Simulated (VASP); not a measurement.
These are optB86b-vdW, VASP's PBE PAW potentials (set 64) (plane waves; VASP) values and carry that method's errors.

Input for VASP

File POSCAR:
```
TiO2
9.2236970
  0.5000000191   0.0000000000   0.0000000000
  0.0000000000   0.5000000191   0.0000000000
  0.0000000000   0.0000000000   0.3208449813
Ti O
2 4
Cartesian
  0.0000000000   0.0000000000   0.0000000000
  0.2500000096   0.2500000096   0.1604224906
  0.1520207490   0.1520207490   0.0000000000
  0.4020207585   0.0979792606   0.1604224906
  0.0979792606   0.4020207585   0.1604224906
  0.3479792702   0.3479792702   0.0000000000
```

File KPOINTS:
```
Automatic mesh
0
Gamma
6 6 8
0 0 0
```

**INCAR**
```
AGGAC  =  0.0
ALGO  =  Normal
EDIFF  =  1E-7
ENCUT  =  520
GGA  =  MK
ISIF  =  2
ISMEAR  =  -5
LASPH  =  .TRUE.
LCHARG  =  .TRUE.
LEFG  =  .TRUE.
LMAXMIX  =  4
LORBIT  =  11
LREAL  =  .FALSE.
LUSE_VDW  =  .TRUE.
LWAVE  =  .FALSE.
NEDOS  =  601
NELM  =  100
PARAM1  =  0.1234
PARAM2  =  1.0
PREC  =  Accurate
SYSTEM  =  TiO2
```

POTCAR, in this order: Ti_sv O (PBE.64 set). Program: vasp_std.

The run wrote:

OSZICAR:
```
       N       E                     dE             d eps       ncg     rms          rms(c)
DAV:   1     0.695398882650E+03    0.69540E+03   -0.25094E+04  2800   0.202E+03
DAV:   2     0.615350153241E+02   -0.63386E+03   -0.61368E+03  3020   0.587E+02
DAV:   3    -0.545168740593E+02   -0.11605E+03   -0.11367E+03  4440   0.217E+02
DAV:   4    -0.595844702341E+02   -0.50676E+01   -0.50623E+01  3668   0.483E+01
DAV:   5    -0.597974677817E+02   -0.21300E+00   -0.21294E+00  4000   0.829E+00    0.321E+01
DAV:   6    -0.429086575167E+02    0.16889E+02   -0.12007E+02  3404   0.104E+02    0.122E+01
DAV:   7    -0.424773413824E+02    0.43132E+00   -0.18105E+01  3564   0.337E+01    0.787E+00
DAV:   8    -0.425559506512E+02   -0.78609E-01   -0.53826E+00  3496   0.210E+01    0.484E+00
DAV:   9    -0.422941670390E+02    0.26178E+00   -0.23612E+00  3588   0.134E+01    0.118E+00
DAV:  10    -0.423022804545E+02   -0.81134E-02   -0.12604E-01  3468   0.281E+00    0.189E-01
DAV:  11    -0.423025082585E+02   -0.22780E-03   -0.60336E-03  3536   0.539E-01    0.916E-02
DAV:  12    -0.423025311021E+02   -0.22844E-04   -0.51660E-04  3644   0.159E-01    0.573E-02
DAV:  13    -0.423024954878E+02    0.35614E-04   -0.15508E-04  3860   0.902E-02    0.803E-03
DAV:  14    -0.423024956907E+02   -0.20292E-06   -0.59840E-06  3608   0.196E-02    0.385E-03
DAV:  15    -0.423024958630E+02   -0.17230E-06   -0.22240E-06  3488   0.807E-03    0.215E-03
DAV:  16    -0.423024958005E+02    0.62505E-07   -0.68894E-07  3292   0.707E-03
   1 F= -.42302496E+02 E0= -.42302496E+02  d E =0.000000E+00
```

File OUTCAR:
```
------------------------ aborting loop because EDIFF is reached ----------------------------------------
  FORCE on cell =-STRESS in cart. coord.  units (eV):
  Direction    XX          YY          ZZ          XY          YZ          ZX
  --------------------------------------------------------------------------------------
  Total        0.0430969      0.0430969      0.0331636      0.0000000      0.0000000      0.0000000
  in kB        1.0970000      1.0970000      0.8441554      0.0000000      0.0000000      0.0000000
  external PRESSURE =       1.0127185 kB  Pullay stress =       0.0000000 kB
  volume of cell :       62.94
      direct lattice vectors                 reciprocal lattice vectors
     4.611848676  0.000000000  0.000000000     0.216832787  0.000000000  0.000000000
     0.000000000  4.611848676  0.000000000     0.000000000  0.216832787  0.000000000
     0.000000000  0.000000000  2.959376891     0.000000000  0.000000000  0.337908971
 POSITION                                       TOTAL-FORCE (eV/Angst)
 -----------------------------------------------------------------------------------
      0.00000      0.00000      0.00000         0.000000      0.000000     -0.000000
      2.30592      2.30592      1.47969         0.000000      0.000000     -0.000000
      1.40219      1.40219      0.00000         0.014092      0.014092      0.000000
      3.70812      0.90373      1.47969         0.014092     -0.014092     -0.000000
      0.90373      3.70812      1.47969        -0.014092      0.014092     -0.000000
      3.20966      3.20966      0.00000        -0.014092     -0.014092     -0.000000
 -----------------------------------------------------------------------------------
    total drift:                                0.000000      0.000000      0.000000
  FREE ENERGIE OF THE ION-ELECTRON SYSTEM (eV)
  ---------------------------------------------------
  free  energy   TOTEN  =       -42.3024958005 eV

  energy  without entropy=      -42.3024958005  energy(sigma->0) =      -42.30249580

 total charge

# of ion       s       p       d       tot
------------------------------------------
    1        2.217   6.296   1.711  10.224
    2        2.217   6.296   1.711  10.224
    3        1.567   3.493   0.000   5.060
    4        1.567   3.493   0.000   5.060
    5        1.567   3.493   0.000   5.060
    6        1.567   3.493   0.000   5.060
--------------------------------------------------
tot         10.701  26.564   3.422  40.688

 Electric field gradients after diagonalization (V/A^2)
 (convention: |V_zz| > |V_xx| > |V_yy|)
----------------------------------------------------------------------
 ion       V_xx      V_yy      V_zz     asymmetry (V_yy - V_xx)/ V_zz
----------------------------------------------------------------------
   1      12.237     6.941   -19.178       0.276
   2      12.237     6.941   -19.178       0.276
   3     -20.814    -1.054    21.867       0.904
   4     -20.814    -1.054    21.867       0.904
   5     -20.814    -1.054    21.867       0.904
   6     -20.814    -1.054    21.867       0.904
```
(Selected blocks of OUTCAR.)

The compound is TiO2 in the rutile structure. It was relaxed first.
